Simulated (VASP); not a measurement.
An input for Quantum ESPRESSO's pw.x (written as the equivalent of a VASP run, and not itself run):

```
&CONTROL
  calculation = 'scf'
  pseudo_dir = './pseudo'
  outdir = './out'
  tprnfor = .true.
  tstress = .true.
/
&SYSTEM
  ibrav = 0
  nat = 1
  ntyp = 1
  ecutwfc = 72
  occupations = 'tetrahedra'
  input_dft = 'pbe'
  vdw_corr = 'grimme-d3'
  dftd3_version = 4
  dftd3_threebody = .false.
/
&ELECTRONS
  conv_thr = 7.3e-09
  electron_maxstep = 100
/
ATOMIC_SPECIES
  Y 88.906 Y.upf
CELL_PARAMETERS angstrom
     0.0000000    2.4904138    2.4904138
     2.4904138   -0.0000000    2.4904138
     2.4904138    2.4904138    0.0000000
ATOMIC_POSITIONS crystal
  Y    0.0000000  0.0000000  0.0000000
K_POINTS automatic
  14 14 14 0 0 0
```

Question: Write the VASP files for the same calculation (PBE-D3(BJ)).

Answer: One answer among several that fit: 
File KPOINTS:
```
Automatic mesh
0
Gamma
14 14 14
0 0 0
```

### POSCAR
```
Y
2.4904140
  0.0000000000   0.9999999214   0.9999999214
  0.9999999214   0.0000000000   0.9999999214
  0.9999999214   0.9999999214   0.0000000000
Y
1
Cartesian
  0.0000000000   0.0000000000   0.0000000000
```

### INCAR
```
LORBIT=11   ! lm-projected
ENCUT=400
LREAL=.False.
LWAVE=.False.
LASPH=.True.
NELM=100
IVDW=12   ! D3, Becke-Johnson
ALGO=Normal
PREC=Accurate
ISMEAR=-5
SYSTEM=Y
ISIF=2   ! forces and stress, cell fixed
NEDOS=601
LCHARG=.True.
GGA=PE   ! PBE
EDIFF=1E-7   ! SCF stop (eV)
LMAXMIX=4   ! l cut-off of mixed one-centre charges
```

POTCAR, in this order: Y_sv (PBE.64 set). Program: vasp_std.

What does not carry over: the potentials are each code's own (VASP's PAW set, PseudoDojo norm-conserving files in pw.x), so ENCUT and ecutwfc are chosen apart and not converted; conv_thr bounds pw.x's estimated SCF error, while EDIFF bounds the energy change between steps.

The structure comes from a measured Y entry (Fm-3m) of the Crystallography Open Database, whose conditions weren't checked. It was relaxed first.
